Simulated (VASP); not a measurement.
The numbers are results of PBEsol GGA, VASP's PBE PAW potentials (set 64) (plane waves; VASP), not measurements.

The input files of a VASP run:

POSCAR:
```
PdSb
1
    3.3549347164    -0.0000000000     0.0000000000
    0.0000000000     3.3549347164    -0.0000000000
    0.0000000000     0.0000000000     3.3549347164
Pd Sb
1 1
Direct
  0.0000000000   0.0000000000   0.0000000000
  0.5000000000   0.5000000000   0.5000000000
```

INCAR:
```
! general
SYSTEM   =  PdSb
PREC     =  Accurate
ENCUT    =  400
LREAL    =  .FALSE.   ! projection in real space or not
LASPH    =  .TRUE.   ! aspherical one-centre terms

! electronic loop
EDIFF    =  1E-7
NELM     =  100
ALGO     =  Normal
LMAXMIX  =  4

! smearing
ISMEAR   =  -5   ! tetrahedra, Bloechl

! functional
GGA      =  PS   ! PBEsol

! ions
ISIF     =  2   ! forces and stress, cell fixed

! output
LWAVE    =  .FALSE.
LCHARG   =  .TRUE.
LORBIT   =  11   ! lm-projected
NEDOS    =  601   ! DOS grid
```

**KPOINTS**
```
kpoints
0
Gamma
 12 12 12
```

POTCAR, in this order: Pd Sb (PBE.64 set). Program: vasp_std.

Output

**OUTCAR**
```
 ion  position               nearest neighbor table
   1  0.000  0.000  0.000-   2 2.91   2 2.91   2 2.91   2 2.91   2 2.91   2 2.91   2 2.91   2 2.91
  LATTYP: Found a simple cubic cell.
 ALAT       =     3.3549347164
 Subroutine PRICEL returns:
 Original cell was already a primitive cell.
 Subroutine GETGRP returns: Found 48 space group operations
The static configuration has the point symmetry O_h .
The dynamic configuration has the point symmetry O_h .
 Subroutine INISYM returns: Found 48 space group operations
 Subroutine IBZKPT returns following result:
 Found     84 irreducible k-points:

 Following reciprocal coordinates:
            Coordinates               Weight
  0.000000  0.000000  0.000000      1.000000
  0.083333  0.000000  0.000000      6.000000
  0.166667  0.000000  0.000000      6.000000
  0.250000  0.000000  0.000000      6.000000
  0.333333  0.000000  0.000000      6.000000
  0.416667  0.000000  0.000000      6.000000
  0.500000  0.000000  0.000000      3.000000
  0.083333  0.083333  0.000000     12.000000
  0.166667  0.083333  0.000000     24.000000
  0.250000  0.083333  0.000000     24.000000
...
```

**OSZICAR**
```
       N       E                     dE             d eps       ncg     rms          rms(c)
DAV:   1     0.604216941785E+02    0.60422E+02   -0.51584E+03  1848   0.904E+02
DAV:   2    -0.920375590237E+01   -0.69625E+02   -0.64609E+02  2059   0.203E+02
DAV:   3    -0.112196678650E+02   -0.20159E+01   -0.19824E+01  2185   0.380E+01
DAV:   4    -0.112409391147E+02   -0.21271E-01   -0.21306E-01  2031   0.415E+00
DAV:   5    -0.112413143343E+02   -0.37522E-03   -0.37685E-03  2155   0.583E-01    0.613E+00
DAV:   6    -0.111310869255E+02    0.11023E+00   -0.66762E-01  2034   0.906E+00    0.330E+00
DAV:   7    -0.111010637019E+02    0.30023E-01   -0.11775E-01  1893   0.389E+00    0.208E+00
DAV:   8    -0.110907456615E+02    0.10318E-01   -0.33350E-02  2024   0.169E+00    0.236E-01
DAV:   9    -0.110905460401E+02    0.19962E-03   -0.44290E-04  1989   0.179E-01    0.196E-01
DAV:  10    -0.110903882979E+02    0.15774E-03   -0.20732E-04  1920   0.121E-01    0.357E-02
DAV:  11    -0.110903487031E+02    0.39595E-04   -0.28171E-05  2030   0.489E-02    0.920E-03
DAV:  12    -0.110903500593E+02   -0.13562E-05   -0.10895E-06  2055   0.106E-02    0.373E-03
DAV:  13    -0.110903486914E+02    0.13679E-05   -0.12379E-07  1104   0.411E-03    0.695E-04
DAV:  14    -0.110903490772E+02   -0.38583E-06   -0.75231E-09   969   0.103E-03    0.196E-04
DAV:  15    -0.110903491601E+02   -0.82902E-07   -0.11006E-09   957   0.300E-04
   1 F= -.11090349E+02 E0= -.11090349E+02  d E =0.000000E+00
```

### OUTCAR
```
------------------------ aborting loop because EDIFF is reached ----------------------------------------
  FORCE on cell =-STRESS in cart. coord.  units (eV):
  Direction    XX          YY          ZZ          XY          YZ          ZX
  --------------------------------------------------------------------------------------
  Total        0.0381362      0.0381362      0.0381362     -0.0000000     -0.0000000      0.0000000
  in kB        1.6180624      1.6180624      1.6180624     -0.0000000     -0.0000000      0.0000000
  external PRESSURE =       1.6180624 kB  Pullay stress =       0.0000000 kB
  volume of cell :       37.76
      direct lattice vectors                 reciprocal lattice vectors
     3.354934716  0.000000000  0.000000000     0.298068393  0.000000000  0.000000000
     0.000000000  3.354934716  0.000000000     0.000000000  0.298068393  0.000000000
     0.000000000  0.000000000  3.354934716     0.000000000  0.000000000  0.298068393
 POSITION                                       TOTAL-FORCE (eV/Angst)
 -----------------------------------------------------------------------------------
      0.00000      0.00000      0.00000         0.000000      0.000000      0.000000
      1.67747      1.67747      1.67747         0.000000      0.000000      0.000000
 -----------------------------------------------------------------------------------
    total drift:                               -0.000000      0.000000      0.000000
  FREE ENERGIE OF THE ION-ELECTRON SYSTEM (eV)
  ---------------------------------------------------
  free  energy   TOTEN  =       -11.0903491601 eV

  energy  without entropy=      -11.0903491601  energy(sigma->0) =      -11.09034916

 total charge

# of ion       s       p       d       tot
------------------------------------------
    1        0.397   0.387   8.641   9.426
    2        1.237   1.074   0.064   2.376
--------------------------------------------------
tot          1.635   1.462   8.706  11.802
```
(Selected blocks of OUTCAR.)

For a metal the tetrahedron method with Blöchl corrections gives inexact stress and forces.

The structure was generated: PdSb was put into the CsCl type type (Pm-3m), which need not be its known phase. It was relaxed first, which changed the volume by -20 %. The electron count is odd and the run is not spin-polarised, which forces a metal.
